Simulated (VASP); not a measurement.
Calculation: RPBE GGA, VASP's PBE PAW potentials (set 64) (plane waves; VASP).

Input for VASP

**KPOINTS**
```
kpoints
0
gamma
13 13 13
0 0 0
```

File POSCAR:
```
Sn
1.0
 -2.9793835919   2.9793835919   1.5998301457
  2.9793835919  -2.9793835919   1.5998301457
  2.9793835919   2.9793835919  -1.5998301457
Sn
2
Direct
  0.2500000000   0.7500000000   0.5000000000
  0.0000000000   0.0000000000   0.0000000000
```

### INCAR
```
ALGO = Normal
EDIFF = 1E-7
EDIFFG = -0.01
ENCUT = 520
GGA = RP
IBRION = 2
ISIF = 4
ISMEAR = 1
LASPH = T
LCHARG = F
LMAXMIX = 4
LREAL = F
LWAVE = F
NELM = 100
NSW = 30
PREC = Accurate
SIGMA = 0.1
SYSTEM = Sn
```

POTCAR, in this order: Sn_d (PBE.64 set). Program: vasp_std.

Output of the run:

### OUTCAR
```
 ion  position               nearest neighbor table
   1  0.250  0.750  0.500-   2 3.08   2 3.08   2 3.08   2 3.08
   2  0.000  0.000  0.000-   1 3.08   1 3.08   1 3.08   1 3.08
  LATTYP: Found a body centered tetragonal cell.
 ALAT       =     5.9587671838
 C/A-ratio  =     0.5369668243
 Subroutine PRICEL returns:
 Original cell was already a primitive cell.
 Subroutine GETGRP returns: Found 16 space group operations
The static configuration has the point symmetry D_2d.
 The point group associated with its full space group is D_4h.
The dynamic configuration has the point symmetry D_2d.
 Subroutine INISYM returns: Found 16 space group operations
 Subroutine IBZKPT returns following result:
 Found    196 irreducible k-points:

 Following reciprocal coordinates:
            Coordinates               Weight
  0.000000  0.000000  0.000000      1.000000
  0.076923  0.000000  0.000000      8.000000
  0.153846 -0.000000  0.000000      8.000000
  0.230769  0.000000  0.000000      8.000000
  0.307692 -0.000000  0.000000      8.000000
  0.384615 -0.000000  0.000000      8.000000
  0.461538  0.000000  0.000000      8.000000
  0.076923  0.076923  0.000000      8.000000
  0.153846  0.076923  0.000000     16.000000
  0.230769  0.076923  0.000000     16.000000
  0.307692  0.076923  0.000000     16.000000
  0.384615  0.076923  0.000000     16.000000
  0.461538  0.076923  0.000000     16.000000
 -0.461538  0.076923 -0.000000     16.000000
 -0.384615  0.076923 -0.000000     16.000000
 -0.307692  0.076923 -0.000000     16.000000
 -0.230769  0.076923 -0.000000     16.000000
 -0.153846  0.076923 -0.000000     16.000000
 -0.076923  0.076923  0.000000      4.000000
  0.153846  0.153846  0.000000      8.000000
  0.230769  0.153846  0.000000     16.000000
  0.307692  0.153846  0.000000     16.000000
...
```

OSZICAR:
```
       N       E                     dE             d eps       ncg     rms          rms(c)
DAV:   1     0.200760737428E+03    0.20076E+03   -0.15139E+04  7060   0.239E+03
DAV:   2     0.108050887674E+02   -0.18996E+03   -0.18787E+03  7064   0.445E+02
DAV:   3    -0.635052127842E+01   -0.17156E+02   -0.17016E+02  8276   0.138E+02
DAV:   4    -0.685113828982E+01   -0.50062E+00   -0.49958E+00  8004   0.258E+01
DAV:   5    -0.687060948209E+01   -0.19471E-01   -0.19470E-01  9440   0.465E+00    0.224E+00
DAV:   6    -0.686563708898E+01    0.49724E-02   -0.28262E-02  9122   0.254E+00    0.129E+00
DAV:   7    -0.686705208256E+01   -0.14150E-02   -0.20798E-02  9108   0.213E+00    0.155E-01
DAV:   8    -0.686725530283E+01   -0.20322E-03   -0.18643E-03  8168   0.617E-01    0.393E-02
DAV:   9    -0.686726841713E+01   -0.13114E-04   -0.62322E-05  9034   0.807E-02    0.140E-02
DAV:  10    -0.686726697462E+01    0.14425E-05   -0.11108E-05  8746   0.493E-02    0.161E-03
DAV:  11    -0.686726737241E+01   -0.39779E-06   -0.33382E-07  6548   0.813E-03    0.996E-04
DAV:  12    -0.686726713026E+01    0.24215E-06   -0.96361E-08  4116   0.409E-03    0.342E-04
DAV:  13    -0.686726720937E+01   -0.79112E-07   -0.18436E-08  3742   0.205E-03
   1 F= -.68672672E+01 E0= -.68673748E+01  d E =-.686727E+01
       N       E                     dE             d eps       ncg     rms          rms(c)
DAV:   1    -0.687302899922E+01   -0.57619E-02   -0.14188E-01  7866   0.335E+00    0.354E-01
DAV:   2    -0.686975330032E+01    0.32757E-02   -0.70805E-03  8458   0.140E+00    0.221E-01
DAV:   3    -0.686789412230E+01    0.18592E-02   -0.38733E-03  9216   0.102E+00    0.255E-02
DAV:   4    -0.686794947592E+01   -0.55354E-04   -0.73978E-04  7464   0.349E-01    0.156E-02
DAV:   5    -0.686794925193E+01    0.22399E-06   -0.21470E-05 10126   0.771E-02    0.311E-03
DAV:   6    -0.686794939920E+01   -0.14727E-06   -0.11872E-06  7712   0.114E-02    0.180E-03
DAV:   7    -0.686794940055E+01   -0.13438E-08   -0.74416E-08  3794   0.596E-03
   2 F= -.68679494E+01 E0= -.68680075E+01  d E =-.682191E-03
       N       E                     dE             d eps       ncg     rms          rms(c)
DAV:   1    -0.687523391679E+01   -0.72845E-02   -0.19412E-01  7862   0.391E+00    0.415E-01
DAV:   2    -0.687070685145E+01    0.45271E-02   -0.97031E-03  8408   0.163E+00    0.259E-01
DAV:   3    -0.686815321085E+01    0.25536E-02   -0.53016E-03  9258   0.119E+00    0.301E-02
DAV:   4    -0.686822985846E+01   -0.76648E-04   -0.10139E-03  7432   0.405E-01    0.183E-02
DAV:   5    -0.686822949392E+01    0.36454E-06   -0.29231E-05 10192   0.893E-02    0.369E-03
DAV:   6    -0.686822969059E+01   -0.19666E-06   -0.15782E-06  7752   0.128E-02    0.211E-03
DAV:   7    -0.686822969387E+01   -0.32851E-08   -0.10914E-07  3980   0.722E-03
   3 F= -.68682297E+01 E0= -.68682142E+01  d E =-.962484E-03
```

OUTCAR:
```
------------------------ aborting loop because EDIFF is reached ----------------------------------------
  FORCE on cell =-STRESS in cart. coord.  units (eV):
  Direction    XX          YY          ZZ          XY          YZ          ZX
  --------------------------------------------------------------------------------------
  Total        0.4628545      0.4628545      0.4683741      0.0000000      0.0000000      0.0000000
  in kB       13.0547431     13.0547431     13.2104232      0.0000000      0.0000000      0.0000000
  external PRESSURE =      13.1066365 kB  Pullay stress =       0.0000000 kB
  volume of cell :       56.81
      direct lattice vectors                 reciprocal lattice vectors
    -2.967120161  2.967120161  1.613082019     0.000000000  0.168513566  0.309965640
     2.967120161 -2.967120161  1.613082019     0.168513566  0.000000000  0.309965640
     2.967120161  2.967120161 -1.613082019     0.168513566  0.168513566  0.000000000
 POSITION                                       TOTAL-FORCE (eV/Angst)
 -----------------------------------------------------------------------------------
      2.96712     -0.00000      0.80654         0.000000     -0.000000      0.000000
      0.00000      0.00000     -0.00000        -0.000000      0.000000     -0.000000
 -----------------------------------------------------------------------------------
    total drift:                               -0.000000     -0.000000      0.000000
  FREE ENERGIE OF THE ION-ELECTRON SYSTEM (eV)
  ---------------------------------------------------
  free  energy   TOTEN  =        -6.8682296939 eV

  energy  without entropy=       -6.8681830749  energy(sigma->0) =       -6.86821415

 reached required accuracy - stopping structural energy minimisation
```
(Selected blocks of OUTCAR.)

**CONTCAR**
```
Sn
   1.00000000000000
    -2.9671201611184985    2.9671201611184985    1.6130820194077096
     2.9671201611184985   -2.9671201611184985    1.6130820194077096
     2.9671201611184985    2.9671201611184985   -1.6130820194077096
  Sn
     2
Direct
     0.2500000000000000    0.7500000000000000    0.5000000000000000
     0.0000000000000000    0.0000000000000000    0.0000000000000000
```

The compound is Sn in the beta structure. This cell is one point of a volume scan, at 0.97 of the reference volume. Symmetry was kept, so distortions that lower it aren't found.
